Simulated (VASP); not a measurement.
VASP input:

File POSCAR:
```
WS2 bilayer
1.0
  3.1609077836   0.0000000000   0.0000000000
 -1.5804538918   2.7374264172   0.0000000000
  0.0000000000   0.0000000000  25.1395129285
W S
2 4
Cart
  1.5804554723   0.9124745599   9.5139940572
 -0.0000015805   1.8249518573  15.6255188713
 -0.0000015805   1.8249518573  11.0861069277
 -0.0000015805   1.8249518573   7.9387996280
  1.5804554723   0.9124745599  17.2007133005
  1.5804554723   0.9124745599  14.0534060008
```

File KPOINTS:
```
Regular mesh
0
gamma
 7 7 1
```

### INCAR
```
EDIFF = 1E-6   ! SCF stop (eV)
GGA = PE   ! PBE
IBRION = 2
IVDW = 12
EDIFFG = -0.02   ! ionic stop
LASPH = .TRUE.
SYSTEM = WS2 bilayer
LCHARG = .FALSE.
LREAL = .FALSE.
ENCUT = 400   ! plane-wave cut-off (eV)
SIGMA = 0.05   ! width (eV)
ISMEAR = 0   ! Gaussian
ISIF = 4   ! ions and shape, fixed volume
NELM = 100   ! most electronic steps
NSW = 60   ! most ionic steps
PREC = Accurate
ALGO = Normal   ! blocked Davidson
LMAXMIX = 6
LWAVE = .FALSE.
```

POTCAR, in this order: W_sv S (PBE.64 set). Program: vasp_std.

Problem. Write an equivalent input for Quantum ESPRESSO's pw.x.

Solution. One equivalent input (not run):
```
&CONTROL
  calculation = 'vc-relax'
  pseudo_dir = './pseudo'
  outdir = './out'
  tprnfor = .true.
  tstress = .true.
  nstep = 60
  forc_conv_thr = 0.00078
/
&SYSTEM
  ibrav = 0
  nat = 6
  ntyp = 2
  ecutwfc = 74
  occupations = 'smearing'
  smearing = 'gaussian'
  degauss = 0.003675
  input_dft = 'pbe'
  vdw_corr = 'grimme-d3'
  dftd3_version = 4
  dftd3_threebody = .false.
/
&ELECTRONS
  conv_thr = 7.3e-08
  electron_maxstep = 100
/
&IONS
/
&CELL
  cell_dofree = 'shape'
/
ATOMIC_SPECIES
  W 183.840 W.upf
  S 32.060 S.upf
CELL_PARAMETERS angstrom
     3.1609078   -0.0000000    0.0000000
    -1.5804539    2.7374264   -0.0000000
    -0.0000000    0.0000000   25.1395129
ATOMIC_POSITIONS crystal
  W    0.6666670  0.3333330  0.3784478
  W    0.3333330  0.6666670  0.6215522
  S    0.3333330  0.6666670  0.4409834
  S    0.3333330  0.6666670  0.3157897
  S    0.6666670  0.3333330  0.6842103
  S    0.6666670  0.3333330  0.5590166
K_POINTS automatic
  7 7 1 0 0 0
```
What does not carry over: the potentials are each code's own (VASP's PAW set, PseudoDojo norm-conserving files in pw.x), so ENCUT and ecutwfc are chosen apart and not converted; conv_thr bounds pw.x's estimated SCF error, while EDIFF bounds the energy change between steps; forc_conv_thr acts on force components and is met together with etot_conv_thr.

The cell is a sheet with vacuum, built from a generated structure.
